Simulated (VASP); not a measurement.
```yaml
crystal:
  lattice:
    - [0.00000, 2.87936, 2.87936]
    - [2.87936, 0.00000, 2.87936]
    - [2.87936, 2.87936, 0.00000]
  atoms:
    - { symbol: Al, position: [0.25000, 0.25000, 0.25000] }
    - { symbol: Al, position: [0.75000, 0.75000, 0.75000] }
    - { symbol: Pt, position: [0.00000, 0.00000, 0.00000] }
```

All values below come from PBE GGA with D3 dispersion (zero damping), VASP's PBE PAW potentials (set 64) (plane waves; VASP). Numerical set-up: 520 eV cut-off, 9×9×9 Γ-centred mesh, first-order Methfessel-Paxton smearing of 0.10 eV, potentials Al Pt.

Give the stress tensor in GPa (positive for a compressed cell).

```
10.04   0.00   0.00
 0.00  10.04   0.00
 0.00   0.00  10.04
```
The pressure is its mean diagonal, 10.04 GPa.

The compound is PtAl2 in the fluorite structure. This cell is one point of a volume scan, at 0.94 of the reference volume.
